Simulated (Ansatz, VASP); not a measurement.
# One calculation of BeVN, two programs

```xyz
6
Lattice="2.7696 0.0000 0.0000 0.0000 2.7696 0.0000 0.0000 0.0000 7.0116" Properties=species:S:1:pos:R:3 pbc="T T T"
V     0.0000    1.3848    6.1345
V     1.3848    0.0000    0.8772
Be    0.0000    1.3848    2.7064
Be    1.3848    0.0000    4.3052
N     0.0000    1.3848    4.3864
N     1.3848    0.0000    2.6252
```

Alike in both runs: functional r2SCAN; k mesh 9 × 9 × 4; occupations fermi-dirac, width 0.013 eV; no spin polarisation.

Ansatz relaxed the structure, and its values are those at the end. VASP's run is a single point on that final structure, the one shown.

|  | VASP | Ansatz |
| --- | --- | --- |
| version | VASP 6.6.1 | Ansatz 0.2.0 |
| potentials or method | VASP PAW PBE potentials, release 64 (V_sv, Be, N) | PAW plane waves |
| plane-wave cutoff (eV) | 520 | 500 |
| valence electrons in the cell | 40 | 40 |

Ansatz gave:

| Item | Value |
| --- | --- |
| pressure (GPa) | 6.5 |
| rms of the force components (eV/Å) | 0.001 |

Q: Which values does VASP return?

A: Pressure (GPa): 7.5; rms of the force components (eV/Å): 0.082.

Ansatz warned: «stress_scf_threshold_loose».

Caveats: the PAW data sets were made with another functional, which shifts forces and pressure a little (VASP); the run has no spin polarisation, though such a crystal can be magnetic.
